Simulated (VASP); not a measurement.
Method: PBEsol GGA, VASP's PBE PAW potentials (set 64) (plane waves; VASP).

The input files of a VASP run:

POSCAR:
```
Mo3Ta
1
   -3.1614143209     3.1402967933     3.1614143209
    3.1402967933    -3.1614143209     3.1614143209
    1.5912659242     1.5912659242    -1.5912659242
Ta Mo
1 3
Direct
  0.0000000000   0.0000000000   0.0000000000
  0.0000000000   0.5000000000   0.0000000000
  0.5000000000   0.0000000000   0.0000000000
  0.5000000000   0.5000000000   0.0000000000
```

INCAR:
```
ISIF = 3   ! ions, shape and volume
EDIFF = 1E-6   ! SCF stop (eV)
NELM = 100
LASPH = T
EDIFFG = -0.02   ! ionic stop
IBRION = 2
ENCUT = 400   ! plane-wave cut-off (eV)
ISMEAR = 1   ! Methfessel-Paxton
GGA = PS   ! PBEsol
LREAL = F   ! projection in real space or not
SYSTEM = Mo3Ta
SIGMA = 0.1   ! width (eV)
LMAXMIX = 6
ALGO = Normal   ! blocked Davidson
LCHARG = F
LWAVE = F
NSW = 60
PREC = Accurate
```

### KPOINTS
```
Automatic mesh
0
Gamma
6 6 12
0 0 0
```

POTCAR, in this order: Ta_pv Mo_sv (PBE.64 set). Program: vasp_std.

Output of the run:

### OSZICAR
```
       N       E                     dE             d eps       ncg     rms          rms(c)
DAV:   1     0.551649931504E+03    0.55165E+03   -0.28491E+04  3832   0.147E+03
DAV:   2    -0.280952807882E+02   -0.57975E+03   -0.57109E+03  4120   0.505E+02
DAV:   3    -0.507315272718E+02   -0.22636E+02   -0.22159E+02  4950   0.891E+01
DAV:   4    -0.510438104923E+02   -0.31228E+00   -0.30749E+00  4348   0.967E+00
DAV:   5    -0.510518672293E+02   -0.80567E-02   -0.80531E-02  4998   0.130E+00    0.325E+01
DAV:   6    -0.487799711399E+02    0.22719E+01   -0.89885E+00  4730   0.211E+01    0.106E+01
DAV:   7    -0.483858674693E+02    0.39410E+00   -0.41682E+00  4847   0.993E+00    0.439E+00
DAV:   8    -0.482211115777E+02    0.16476E+00   -0.13272E+00  4880   0.747E+00    0.198E+00
DAV:   9    -0.482059066239E+02    0.15205E-01   -0.10475E-01  4743   0.225E+00    0.411E-01
DAV:  10    -0.482051851208E+02    0.72150E-03   -0.56681E-03  5112   0.481E-01    0.118E-01
DAV:  11    -0.482051895208E+02   -0.44000E-05   -0.84154E-04  5310   0.180E-01    0.564E-02
DAV:  12    -0.482051799305E+02    0.95903E-05   -0.90390E-05  5058   0.608E-02    0.154E-02
DAV:  13    -0.482051789325E+02    0.99804E-06   -0.58207E-06  4057   0.162E-02
   1 F= -.48205179E+02 E0= -.48203845E+02  d E =-.482052E+02
       N       E                     dE             d eps       ncg     rms          rms(c)
DAV:   1    -0.482941271350E+02   -0.88947E-01   -0.25977E+00  3727   0.148E+01    0.328E+00
DAV:   2    -0.482137371648E+02    0.80390E-01   -0.39612E-01  4217   0.438E+00    0.673E-01
DAV:   3    -0.482036891867E+02    0.10048E-01   -0.97988E-02  4882   0.203E+00    0.339E-01
DAV:   4    -0.482013633256E+02    0.23259E-02   -0.21349E-02  4762   0.887E-01    0.354E-01
DAV:   5    -0.482015730056E+02   -0.20968E-03   -0.19720E-03  4712   0.327E-01    0.482E-02
DAV:   6    -0.482015430746E+02    0.29931E-04   -0.36016E-04  4771   0.117E-01    0.145E-02
DAV:   7    -0.482015430343E+02    0.40259E-07   -0.13569E-05  4469   0.226E-02    0.403E-03
DAV:   8    -0.482015427712E+02    0.26318E-06   -0.69779E-07  2779   0.525E-03
   2 F= -.48201543E+02 E0= -.48200215E+02  d E =0.363616E-02
       N       E                     dE             d eps       ncg     rms          rms(c)
DAV:   1    -0.482554565823E+02   -0.53914E-01   -0.13952E+00  3727   0.108E+01    0.254E+00
DAV:   2    -0.482119268075E+02    0.43530E-01   -0.19994E-01  4132   0.328E+00    0.493E-01
DAV:   3    -0.482066377679E+02    0.52890E-02   -0.47426E-02  4802   0.132E+00    0.249E-01
DAV:   4    -0.482055960797E+02    0.10417E-02   -0.10212E-02  4754   0.623E-01    0.287E-01
DAV:   5    -0.482057381766E+02   -0.14210E-03   -0.13577E-03  4749   0.258E-01    0.453E-02
DAV:   6    -0.482057268499E+02    0.11327E-04   -0.25409E-04  4791   0.936E-02    0.983E-03
DAV:   7    -0.482057267544E+02    0.95483E-07   -0.97097E-06  4414   0.186E-02
   3 F= -.48205727E+02 E0= -.48204381E+02  d E =-.547822E-03
```

OUTCAR:
```
------------------------ aborting loop because EDIFF is reached ----------------------------------------
  FORCE on cell =-STRESS in cart. coord.  units (eV):
  Direction    XX          YY          ZZ          XY          YZ          ZX
  --------------------------------------------------------------------------------------
  Total       -0.0021412     -0.0021412     -0.0021412     -0.0135506      0.0135506      0.0135506
  in kB       -0.0541129     -0.0541129     -0.0541129     -0.3424557      0.3424557      0.3424557
  external PRESSURE =      -0.0541129 kB  Pullay stress =       0.0000000 kB
  volume of cell :       63.40
      direct lattice vectors                 reciprocal lattice vectors
    -3.164820894  3.144090406  3.164820894     0.000000000  0.158505953  0.158505953
     3.144090406 -3.164820894  3.164820894     0.158505953  0.000000000  0.158505953
     1.592775691  1.592775691 -1.592775691     0.314948901  0.314948901  0.002063006
 POSITION                                       TOTAL-FORCE (eV/Angst)
 -----------------------------------------------------------------------------------
     -0.00000      0.00000      0.00000         0.000000     -0.000000      0.000000
      1.57205     -1.58241      1.58241         0.000000      0.000000     -0.000000
     -1.58241      1.57205      1.58241        -0.000000     -0.000000      0.000000
     -0.01037     -0.01037      3.16482         0.000000     -0.000000      0.000000
 -----------------------------------------------------------------------------------
    total drift:                               -0.000000     -0.000000      0.000000
  FREE ENERGIE OF THE ION-ELECTRON SYSTEM (eV)
  ---------------------------------------------------
  free  energy   TOTEN  =       -48.2057267544 eV

  energy  without entropy=      -48.2016906822  energy(sigma->0) =      -48.20438140

 reached required accuracy - stopping structural energy minimisation
```
(Selected blocks of OUTCAR.)

### CONTCAR
```
Mo3Ta
   1.00000000000000
    -3.1648208944042060    3.1440904059987034    3.1648208944042637
     3.1440904059987034   -3.1648208944042060    3.1648208944042637
     1.5927756913547502    1.5927756913547502   -1.5927756913548368
  Ta              Mo
     1     3
Direct
     0.0000000000000000    0.0000000000000000    0.0000000000000000
     0.0000000000000000    0.5000000000000000    0.0000000000000000
     0.5000000000000000    0.0000000000000000    0.0000000000000000
     0.5000000000000000    0.5000000000000000    0.0000000000000000
```

File OUTCAR:
```
 val. band max:       10.5960178821   @ k =   0.1667   0.0000   0.0833

 cond. band min:      10.6160778323   @ k =   0.1667   0.1667   0.5000


 Fermi energy:        10.6109784320

 k-point     1 :       0.0000    0.0000    0.0000
  band No.  band energies     occupation
      1     -50.1113      2.00000
      2     -49.9164      2.00000
      3     -49.9164      2.00000
      4     -24.8840      2.00000
      5     -24.7014      2.00000
      6     -24.7014      2.00000
      7     -23.8486      2.00000
      8     -23.8408      2.00000
      9     -23.8408      2.00000
     10     -23.5319      2.00000
     11     -23.5250      2.00000
     12     -23.5250      2.00000
     13     -22.8471      2.00000
     14     -22.8471      2.00000
     15     -22.5389      2.00000
     16       3.1799      2.00000
     17       5.4503      2.00000
     18       5.6967      2.00000
     19       5.6967      2.00000
     20       7.6807      2.00000
     21       7.6807      2.00000
     22       7.9208      2.00000
     23       9.8377      2.00000
     24       9.8377      2.00000
     25      10.0822      2.00000
     26      12.5229     -0.00000
     27      12.6029     -0.00000
     28      12.6029     -0.00000
     29      12.6299      0.00000
     30      12.6299      0.00000
     31      12.6985      0.00000

 k-point     2 :       0.1667    0.0000    0.0000
  band No.  band energies     occupation
      1     -50.1001      2.00000
      2     -49.9282      2.00000
      3     -49.9165      2.00000
      4     -24.8244      2.00000
      5     -24.6441      2.00000
      6     -24.6380      2.00000
      7     -23.8768      2.00000
      8     -23.8498      2.00000
      9     -23.8218      2.00000
     10     -23.5828      2.00000
     11     -23.5596      2.00000
     12     -23.5275      2.00000
     13     -22.9263      2.00000
     14     -22.8682      2.00000
     15     -22.5457      2.00000
     16       3.4936      2.00000
     17       5.6217      2.00000
...
```

Unless said otherwise, spin-orbit coupling is left out, though it shifts the bands of the heavy elements here.

The structure was generated: Mo3Ta was put into an ordered model structure (R-3m), which need not be its known phase. This run relaxes it. Symmetry was kept, so distortions that lower it aren't found. The start is the result of an earlier pass. The electron count is odd and the run is not spin-polarised, which forces a metal.
